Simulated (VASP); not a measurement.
Calculation: PBEsol GGA, VASP's PBE PAW potentials (set 64) (plane waves; VASP).

Input for VASP

KPOINTS:
```
Regular mesh
0
Gamma
 2 2 2
0 0 0
```

**POSCAR**
```
BaF2
1
    0.0000000000     3.0811140000     3.0811140000
    3.0811140000     0.0000000000     3.0811140000
    3.0811140000     3.0811140000     0.0000000000
Ba F
1 2
Direct
  0.0000000000   0.0000000000   0.0000000000
  0.2500000000   0.2500000000   0.2500000000
  0.7500000000   0.7500000000   0.7500000000
```

### INCAR
```
ISIF = 2
GGA = PS   # PBEsol
LREAL = .False.   # projection in real space or not
ALGO = Normal
LMAXMIX = 4
ENCUT = 200   # plane-wave cut-off (eV)
LWAVE = .False.
LASPH = .True.   # aspherical one-centre terms
PREC = Accurate
ISMEAR = -1
LCHARG = .False.
SYSTEM = BaF2
EDIFF = 1E-6   # SCF stop (eV)
SIGMA = 0.5   # width (eV)
NELM = 100   # most electronic steps
```

POTCAR, in this order: Ba_sv F (PBE.64 set). Program: vasp_std.

What will the output report for the number of irreducible k-points (NKPTS), largest plane-wave count, number of space-group operations, FFT grid (NGX, NGY, NGZ)?

```
Quantity                                       Value
--------------------------------------  ------------
number of irreducible k-points (NKPTS)             3
largest plane-wave count                         388
number of space-group operations                  48
FFT grid (NGX, NGY, NGZ)                20 × 20 × 20
```

The structure comes from a computed database's BaF2 entry; how it stands against other phases isn't given here. The cell was not relaxed at this level. The k-mesh is coarse (spacing up to 0.88 per Å, 2π included), so the numbers may not be converged in it. The run is one of a series of settings (ENCUT = 200, GGA = PS, ISMEAR = -1, SIGMA = 0.5, KPOINTS 2×2×2 Γ-centred mesh, POTCAR Ba_sv F (PBE.64 set) against the base run), some of them coarse on purpose.
